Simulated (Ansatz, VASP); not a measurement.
# Cross-check of TaN (TaN strained to the junction's net) between VASP and Ansatz

One calculation is typed for both programs; each brings its own data sets. How far apart do they land? The cell is generated by rule, not measured, and may not be a known phase. The structure shown is the end of the Ansatz relaxation below.

Calculated with Ansatz 0.2.0; plane waves, with VASP 6.6.1 beside it; single point at PBE.

## Step 1: Set-up

The structure is trigonal, space group R-3m (No. 166). The conventional cell has a = 3.118 Å, b = 3.118 Å, c = 7.661 Å, α = 90.00°, β = 90.00°, γ = 120.00°. Ta has 6 N at 2.21 Å nearest. Nearest to N lie 6 Ta at 2.21 Å. Farther neighbours and most contacts between anions are not listed.

Structure file:

```cif
data_structure
_symmetry_space_group_name_H-M 'R-3m:H'
_symmetry_Int_Tables_number 166
_cell_length_a 3.1180
_cell_length_b 3.1180
_cell_length_c 7.6610
_cell_angle_alpha 90.000
_cell_angle_beta 90.000
_cell_angle_gamma 120.000
_cell_volume 64.50
loop_
_atom_site_label
_atom_site_type_symbol
_atom_site_symmetry_multiplicity
_atom_site_Wyckoff_symbol
_atom_site_fract_x
_atom_site_fract_y
_atom_site_fract_z
_atom_site_occupancy
Ta1 Ta 3 a 0.00000 0.00000 0.00000 1
N1 N 3 b 0.33333 0.66667 0.16667 1
```

## Step 2: Ansatz: relaxation, PBE

Ansatz runs on its default PAW (the set named soft_2) files.

This run makes the geometry at which the two programs are then compared.

Input file input.yaml:

```yaml
crystal:
  lattice:
    - [3.118, 0.0, 0.0]
    - [-1.559, 2.700267209, 0.0]
    - [0.0, 0.0, 7.6683734555]
  atoms:
    - { symbol: Ta, position: [0.0, 0.0, 0.0] }
    - { symbol: "N", position: [0.3333333333, 0.6666666667, 0.1666666667] }
    - { symbol: Ta, position: [0.6666666667, 0.3333333333, 0.3333333333] }
    - { symbol: "N", position: [0.0, 0.0, 0.5] }
    - { symbol: Ta, position: [0.3333333333, 0.6666666667, 0.6666666667] }
    - { symbol: "N", position: [0.6666666667, 0.3333333333, 0.8333333333] }
kpoints:
  mp_grid: { grid: [12, 12, 4] }
scf:
  occupations: { method: fermi_dirac, width: 0.1 }
  max_iter: 150
hamiltonian:
  xc: pbe
relax:
  f_tol: 0.01
  max_steps: 40
  cell: { fix: [a, b, angles] }
```

On the command line:

```bash
$ ansatz run input.yaml --threads 4 --pin off --max-ram 12288MiB --backend cpu --events-out ev --progress --plain --runs-dir out
```

Numbers of over 12 decimals in the logs are rounded to 6 here.

Log:

```text
Engine: ansatz 0.2.0, aarch64-unknown-linux-gnu
Pseudopotentials: kind: paw
Pseudopotential: Ta, paw, valence charge 13, recommended cutoff 420 eV (normal), Ta.paw.azcp
Pseudopotential: N, paw, valence charge 5, recommended cutoff 420 eV (normal), N.paw.azcp
Functional definition: PBE
  parameter kappa = 0.804
  parameter beta = 0.066725
  exchange = pbe_x(kappa = kappa, mu = beta*pi^2/3)
  correlation = pbe_c(beta = beta)
Crystal: 6 atoms, lattice volume = 64.563 Å³
Basis set: ecut = 420 eV, 1249 PW (Γ), exchange–correlation on 48×48×108 points (8 copies of the dense FFT grid, shifted against one another)
Bands: 33, of which v1, the nominal top of the filled ones, is band 27 counted from 1 (26 counted from 0)
Symmetry: 36 space group operations
Space group: R-3m (ITA 166), of the structure as read, at distance tolerance 4.0e-5 Å
k-points: 69 of 576
Non-local potential: Ta, projectors of the file, l = 0: 3, l = 1: 2, l = 2: 2, l = 3: 1
Non-local potential: N, projectors of the file, l = 0: 2, l = 1: 2, l = 2: 1
PAW form: soft (Blöchl's): semilocal exchange-correlation on the pseudo side does not see the compensation charge
PAW one-centre angular grid: Ta, 590 points (default); XC on 64 Gauss nodes
PAW one-centre angular grid: N, 110 points (default); XC on 64 Gauss nodes
Initial density: superposition of atomic densities (neutral atoms: chi_scale 0, normalization atom), corrected by the library's trained network
Initial wavefunctions: pseudopotential atomic-orbital guess
Functional: x = pbe(κ = 0.804, μ = 0.219515), c = pbe(β = 0.066725)
SCF iter   1: F=—  HF=-30953.795704 eV  |F-HF|=—  |Δ(HF+E_count)|=         —  Δρ=1.79e-3  dr2=1.06e-3  ethr=1.77e-3  ⟨swp⟩=5.4  Hψ=20047  notcnv=0  defer=13
automatic band count: the SCF goes on with 39 bands, as 33 were too few: the levels above may hold too much charge
preconditioner: auto → Kerker (q_TF=auto, 2.648 Å⁻¹)  [metal: Δε(μ)=0.060 eV  Ē_g=10.891 eV  σ=0.100 eV  W_gap=0.15  n_scr=24 (ndim 8)  ℏωp=25.3 eV  f_vac=0.000  D(μ)=2.43/eV (n_scr^D=24)]
SCF iter   2: F=—  HF=-30953.795612 eV  |F-HF|=—  |Δ(HF+E_count)|=   9.16e-5  Δρ=9.59e-4  dr2=2.23e-4  ethr=1.96e-6  ⟨swp⟩=2.0  Hψ=5104  notcnv=0  defer=11
SCF iter   3: F=—  HF=-30953.795969 eV  |F-HF|=—  |Δ(HF+E_count)|=   3.57e-4  Δρ=1.83e-4  dr2=1.60e-5  ethr=4.14e-7  ⟨swp⟩=2.0  Hψ=3441  notcnv=0  defer=11
SCF iter   4: F=—  HF=-30953.796010 eV  |F-HF|=—  |Δ(HF+E_count)|=   4.09e-5  Δρ=5.17e-5  dr2=1.15e-6  ethr=2.96e-8  ⟨swp⟩=2.3  Hψ=3483  notcnv=0  defer=11
iter 5 did not close the SCF: its close was put off for the readings that it lacked (scf_convergence_deferred on its scf_iter line)
SCF iter   5: F=-30953.796010 eV  HF=-30953.796010 eV  |F-HF|=8.77e-9  |Δ(HF+E_count)|=   1.59e-7  Δρ=6.35e-6  dr2=1.27e-8  ethr=2.13e-9  ⟨swp⟩=3.0  Hψ=4737  notcnv=0  defer=11
SCF iter   6: F=-30953.796010 eV  HF=-30953.796010 eV  |F-HF|=1.06e-10  |Δ(HF+E_count)|=   1.06e-8  Δρ=1.07e-6  dr2=3.00e-10  ethr=2.36e-11  ⟨swp⟩=2.0  Hψ=7718  notcnv=0
SCF 1 converged in 6 iterations: F = -30953.796010 eV  dr2 = 3.00e-10
  greatest PAW one-centre occupation: 0.999 electrons in one spin orbital (limit 2), on the Ta atom at site 4 (counted from 0), in its partial waves of l = 0
relax step   1: F+E_penalty+E_count = -30953.79601047 eV  Δ(F+E_penalty+E_count) = +0.000e0 eV  max|allowed force component| = 1.050e-26 eV/Å  Δτ_max = 0.0000 Å  P = +0.456 GPa  Ω = 64.563 Å³  fix = [a, b, alpha, beta, gamma]  reactions: a +0.889, b +0.889 GPa  (6 SCF iters, dr2 threshold 1.00e-7 eV, accepted)
[...]
relax step   2: F+E_penalty+E_count = -30953.79634411 eV  Δ(F+E_penalty+E_count) = -3.336e-4 eV  max|allowed force component| = 7.685e-27 eV/Å  Δτ_max = 0.0000 Å  P = +0.897 GPa  Ω = 64.478 Å³  energy of the carried Pulay correction = +2.656e-4 eV  fix = [a, b, alpha, beta, gamma]  reactions: a +1.268, b +1.268 GPa  (6 SCF iters, dr2 threshold 4.20e-7 eV, accepted)
[...]
relax step   3: F+E_penalty+E_count = -30953.79628264 eV  Δ(F+E_penalty+E_count) = +6.147e-5 eV  max|allowed force component| = 3.220e-27 eV/Å  Δτ_max = 0.0000 Å  P = +0.776 GPa  Ω = 64.502 Å³  energy of the carried Pulay correction = +1.930e-4 eV  fix = [a, b, alpha, beta, gamma]  reactions: a +1.164, b +1.164 GPa  (6 SCF iters, dr2 threshold 5.94e-8 eV, accepted)
[...]
relax step   4: F+E_penalty+E_count = -30953.79611182 eV  Δ(F+E_penalty+E_count) = +1.708e-4 eV  max|allowed force component| = 1.813e-28 eV/Å  Δτ_max = 0.0000 Å  P = +0.772 GPa  Ω = 64.502 Å³  fix = [a, b, alpha, beta, gamma]  reactions: a +1.162, b +1.162 GPa  stress off target by 8.92e-3 GPa on what of the cell is left free  SCF on the basis re-selected at this cell (its energy is not comparable with the rows above)  (7 SCF iters)
basis re-selected at this cell: Δ(F+E_penalty+E_count) = +1.708e-4 eV, ΔP = -0.005 GPa vs the last step (what re-selecting the basis moved, of the pressure what is left beyond the Pulay correction that the steps carried, after the strain that the cell walked since its last selection, with what the two solves' SCF thresholds leave and, on support functions, any second-order correction that the steps lacked; it is no m [...]
SCF converged after 7 iterations
Free energy (F): -30953.796112 eV
Harris-Foulkes:  -30953.796112 eV  (|F-HF|=7.28e-12)
Internal energy: -30953.715276 eV  (E = F + TS)
E sigma→0 (E₀):  -30953.755694 eV
Entropy (-TS):   -0.080836 eV (-13.473 meV/atom)
Fermi energy:    21.437482 eV
--- Per-component energies (eV) ---
  E_band       = -145.031574
  E_kinetic    = 1501.751564
  E_local      = -1772.132509  (includes V_loc(G=0)·N_el)
  E_nonlocal   = 179.555657
  E_hartree    = 595.554803
  E_xc         = -840.016705
  E_vxc        = -847.463210  (∫ρ·V_xc dr)
  E_paw        = -25572.751515  (= ΣΔE_a)
  E_vpaw       = -397.853146  (= ΣTr[D̂ρ^β])
  E_aug_tail   = 0.000463  (compensation charges beyond the density's cutoff)
  E_ewald      = -5045.677035
  E_smearing   = -0.080836  (= −TS)
  E_closure    = -0.000000  (closes the sum)
  Σ components = -30953.796112   (vs F -30953.796112, Δ=0.00e0)
--- Forces (eV/Å), atoms counted from 1 ---
  atom   1  Ta    -0.00000000     0.00000000     0.00000000
  atom   2  N      0.00000000    -0.00000000     0.00000000
  atom   3  Ta    -0.00000000     0.00000000    -0.00000000
  atom   4  N      0.00000000     0.00000000     0.00000000
  atom   5  Ta    -0.00000000     0.00000000     0.00000000
  atom   6  N     -0.00000000    -0.00000000    -0.00000000
  max |Σ_I F_I| component: 3.88e-28 eV/Å
--- Stress (GPa, compression-positive) ---
        1.161823       0.000000      -0.000000
        0.000000       1.161823      -0.000000
       -0.000000      -0.000000      -0.008919
  P = ⅓ Tr σ = 0.7716 GPa (7.716 kbar)
--- Relaxed structure (3 steps of the walk, 3 accepted, 1 SCFs on fresh bases) ---
  F+E_penalty+E_count = -30953.79611182 eV   max|allowed force component| = 1.813e-28 eV/Å   (the final SCF, on the basis selected at the relaxed cell)
  cell:  # Å, volume = 64.5016 Å³
    - [3.118000, 0, 0]
    - [-1.559000, 2.700267, 0]
    - [0, 0, 7.661042]
  atoms:
    - { symbol: Ta, position: [0, 0, 0] }
    - { symbol: N, position: [0.333333, 0.666667, 0.166667] }
    - { symbol: Ta, position: [0.666667, 0.333333, 0.333333] }
    - { symbol: N, position: [0, 0, 0.5] }
    - { symbol: Ta, position: [0.333333, 0.666667, 0.666667] }
    - { symbol: N, position: [0.666667, 0.333333, 0.833333] }
```

Reading the cycles: dr2 is the Hartree energy of the density residual (eV), the measure of convergence; HF is the Harris–Foulkes estimate of the energy, which meets the free energy F at convergence.

## Step 3: VASP: single point, PBE

The same cell, functional, mesh and smearing now go to VASP, with its own data sets.

Lines of VASP's logs that name or quote its potential files are left out, and so is its time.

Input file INCAR:

```
SYSTEM = TaN
PREC = Accurate
ENCUT = 600
EDIFF = 1E-06
NELM = 120
ISMEAR = -1
SIGMA = 0.1
LREAL = .FALSE.
ALGO = Normal
GGA = PE
NBANDS = 30
LASPH = .TRUE.
LORBIT = 11
LWAVE = .FALSE.
LCHARG = .FALSE.
ISIF = 2
GGA_COMPAT = .FALSE.
KPAR = 2
```

Input file POSCAR:

```
TaN
1.0
    3.1180000000      0.0000000000      0.0000000000
   -1.5590000000      2.7002672090      0.0000000000
    0.0000000000      0.0000000000      7.6610418141
Ta N
3 3
Direct
    0.0000000000      0.0000000000      0.0000000000
    0.6666666667      0.3333333333      0.3333333333
    0.3333333333      0.6666666667      0.6666666667
    0.3333333333      0.6666666667      0.1666666667
    0.0000000000      0.0000000000      0.5000000000
    0.6666666667      0.3333333333      0.8333333333
```

Input file KPOINTS:

```
Automatic mesh
0
Gamma
12 12 4
0 0 0
```

PAW data sets: Ta_pv and N (PBE family, release 64).

On the command line:

```bash
$ mpirun -np 2 vasp_std
```

Log:

```text
[banner, memory and clock lines left out]
running    2 mpi-ranks, on    1 nodes
 distrk:  each k-point on    1 cores,    2 groups
 distr:  one band on    1 cores,    1 groups

 POSCAR found type information on POSCAR TaN
 POSCAR found :  2 types and       6 ions
 LDA part: xc-table for (Slater+PW92), standard interpolation
 POSCAR, INCAR and KPOINTS ok, starting setup
 FFT: planning ... GRIDC
 FFT: planning ... GRID_SOFT
 FFT: planning ... GRID
 WAVECAR not read
 entering main loop
       N       E                     dE             d eps       ncg     rms          rms(c)
DAV:   1     0.477026928498E+03    0.47703E+03   -0.28829E+04  4140   0.188E+03
DAV:   2    -0.427584521997E+02   -0.51979E+03   -0.50226E+03  4774   0.519E+02
DAV:   3    -0.738478369663E+02   -0.31089E+02   -0.30286E+02  5172   0.119E+02
DAV:   4    -0.745991449004E+02   -0.75131E+00   -0.73621E+00  5436   0.165E+01
DAV:   5    -0.746169257673E+02   -0.17781E-01   -0.17659E-01  5370   0.182E+00    0.407E+01
DAV:   6    -0.657882275043E+02    0.88287E+01   -0.52506E+01  5174   0.406E+01    0.181E+01
DAV:   7    -0.655897420733E+02    0.19849E+00   -0.25519E+00  4956   0.891E+00    0.928E+00
DAV:   8    -0.655412949560E+02    0.48447E-01   -0.26193E-01  4932   0.347E+00    0.802E-01
DAV:   9    -0.655299061170E+02    0.11389E-01   -0.62781E-02  5120   0.118E+00    0.221E-01
DAV:  10    -0.655300096820E+02   -0.10357E-03   -0.54836E-03  5246   0.543E-01    0.112E-01
DAV:  11    -0.655297337725E+02    0.27591E-03   -0.94049E-04  5250   0.176E-01    0.272E-02
DAV:  12    -0.655297297816E+02    0.39909E-05   -0.13442E-04  5672   0.625E-02    0.629E-03
DAV:  13    -0.655297292366E+02    0.54500E-06   -0.50803E-06  4482   0.126E-02
   1 F= -.65529729E+02 E0= -.65489235E+02  d E =-.809882E-01
```

From OUTCAR (step 3):

```text
ion  position               nearest neighbor table
   1  0.000  0.000  0.000-   4 2.21   6 2.21   6 2.21   4 2.21   6 2.21   4 2.21   2 3.12   3 3.12
                             3 3.12   2 3.12   2 3.12   3 3.12
   2  0.667  0.333  0.333-   4 2.21   4 2.21   4 2.21   5 2.21   5 2.21   5 2.21   1 3.12   1 3.12
                             1 3.12   3 3.12   3 3.12   3 3.12
   3  0.333  0.667  0.667-   6 2.21   6 2.21   6 2.21   5 2.21   5 2.21   5 2.21   1 3.12   1 3.12
                             1 3.12   2 3.12   2 3.12   2 3.12
   4  0.333  0.667  0.167-   2 2.21   2 2.21   2 2.21   1 2.21   1 2.21   1 2.21
   5  0.000  0.000  0.500-   2 2.21   3 2.21   2 2.21   3 2.21   2 2.21   3 2.21
   6  0.667  0.333  0.833-   3 2.21   3 2.21   3 2.21   1 2.21   1 2.21   1 2.21

  LATTYP: Found a hexagonal cell.
 ALAT       =     3.1180000000
 C/A-ratio  =     2.4570371437

 Subroutine GETGRP returns: Found 12 space group operations
 (whereof 12 operations were pure point group operations)

The static configuration has the point symmetry D_3d.

 Found     69 irreducible k-points:

   k-points           NKPTS =     69   k-points in BZ     NKDIM =     69   number of bands    NBANDS=     30

   dimension x,y,z NGX =    28 NGY =   28 NGZ =   64
   dimension x,y,z NGXF=    56 NGYF=   56 NGZF=  128

   ENCUT  =  600.0 eV  44.10 Ry    6.64 a.u.   6.23  6.23 15.30*2*pi/ulx,y,z

   NELECT =      48.0000    total number of electrons

 k-points in reciprocal lattice and weights: Automatic mesh
   0.00000000  0.00000000  0.00000000       0.002
   0.08333333 -0.00000000  0.00000000       0.010
   0.16666667  0.00000000  0.00000000       0.010
   0.25000000  0.00000000  0.00000000       0.010
   0.33333333  0.00000000  0.00000000       0.010
   0.41666667  0.00000000  0.00000000       0.010
   0.50000000  0.00000000  0.00000000       0.005
   0.08333333  0.08333333  0.00000000       0.010
   0.16666667  0.08333333  0.00000000       0.021
[...]
0.33333333  0.25000000  0.50000000       0.021
   0.33333333  0.33333333  0.50000000       0.003

 average (electrostatic) potential at core
       1 -34.9811       2 -34.9811       3 -34.9811       4 -61.3545       5 -61.3545
       6 -61.3545

 E-fermi :   9.4068

 k-point     1 :       0.0000    0.0000    0.0000
  band No.  band energies     occupation
    ...
     24       7.3621      2.00000
     25       9.4798      0.65010
     26       9.4798      0.65010
     27       9.4826      0.63797
     28       9.4826      0.63794
     29      10.0243      0.00415
     30      10.0243      0.00415

 k-point     2 :       0.0833   -0.0000    0.0000
  band No.  band energies     occupation
    ...
     22       7.3644      2.00000
     23       7.7254      2.00000
     24       7.7316      2.00000
     25       8.5787      1.99949
     26       9.2481      1.66036
     27       9.6193      0.21336
     28       9.8337      0.02761
     29      10.2104      0.00065
     30      10.5215      0.00003

 k-point     3 :       0.1667    0.0000    0.0000
  band No.  band energies     occupation
    ...
     22       7.4223      2.00000
     23       7.4328      2.00000
     24       8.4261      1.99989
     25       8.4843      1.99980
     26       9.5158      0.50291
     27       9.5378      0.42472
     28      10.7315      0.00000
     29      11.3596      0.00000
     30      11.3671      0.00000

  Total        0.7423004      0.7423004      0.2710040     -0.0000000     -0.0000000     -0.0000000
  in kB       18.4382453     18.4382453      6.7315585     -0.0000000     -0.0000000     -0.0000000
  external PRESSURE =      14.5360164 kB  Pullay stress =       0.0000000 kB

  energy-cutoff  :      600.00
  volume of cell :       64.50
      direct lattice vectors                 reciprocal lattice vectors
     3.118000000  0.000000000  0.000000000     0.320718409  0.185166860  0.000000000
    -1.559000000  2.700267209  0.000000000     0.000000000  0.370333720  0.000000000
     0.000000000  0.000000000  7.661041814     0.000000000  0.000000000  0.130530550

 POSITION                                       TOTAL-FORCE (eV/Angst)
 -----------------------------------------------------------------------------------
      0.00000      0.00000      0.00000         0.000000     -0.000000      0.000000
      1.55900      0.90009      2.55368        -0.000000     -0.000000      0.000000
     -0.00000      1.80018      5.10736        -0.000000      0.000000      0.000000
     -0.00000      1.80018      1.27684         0.000000      0.000000     -0.000000
      0.00000      0.00000      3.83052        -0.000000     -0.000000      0.000000
      1.55900      0.90009      6.38420         0.000000     -0.000000      0.000000
 -----------------------------------------------------------------------------------
    total drift:                               -0.000000      0.000000      0.000000

  FREE ENERGIE OF THE ION-ELECTRON SYSTEM (eV)
  ---------------------------------------------------
  free  energy   TOTEN  =       -65.5297292366 eV

  energy  without entropy=      -65.4487410561  energy(sigma->0) =      -65.48923515

 total charge
# of ion       s       p       d       tot
------------------------------------------
    1        0.271   6.215   2.434   8.919
    2        0.271   6.215   2.434   8.919
    3        0.271   6.215   2.434   8.919
    4        1.226   2.524   0.000   3.750
    5        1.226   2.524   0.000   3.750
    6        1.226   2.524   0.000   3.750
--------------------------------------------------
tot          4.489  26.217   7.301  38.007

[... 3 further parts left out ...]
```

The run ends at a pressure of 1.45 GPa.

## Step 4: Side by side

Known differences besides the potentials themselves: the data sets hold 54 valence electrons in Ansatz (on its default PAW (the set named soft_2) files) and 48 in VASP; the cutoff is 420 eV in Ansatz and 600 eV in VASP; Ansatz's pressure holds a Pulay correction, VASP's none. Total energies have different zeros and are not compared.

Compared:

```csv
quantity,Ansatz,VASP,difference
pressure (GPa),0.77,1.45,-0.68
```

## Step 5: What came out

```
difference in pressure (single point, PBE) : -0.68 GPa
```

**Reading.** The difference in pressure is -0.68 GPa (single point, PBE), within the 1 GPa picked in this series as the mark of a large difference. The data sets hold unlike numbers of valence electrons (54 in Ansatz and 48 in VASP), so part of the differences comes from the potentials. Such differences can come from data sets, numerical settings and the points named under the comparisons, not from the functional's error against experiment.

[Lines on the potential files, build, host, timing and source positions are cut from VASP's logs without a mark.]

[Logs are printed without paths, hosts, clocks, repeated set-up lines and the standing remarks that a program may print on its own settings, such as how far it seeks lower states.]

[Hosts, paths, dates, database ids (printed as entryN), source tags and the programs' standing remarks are cut or masked in the printed files.]
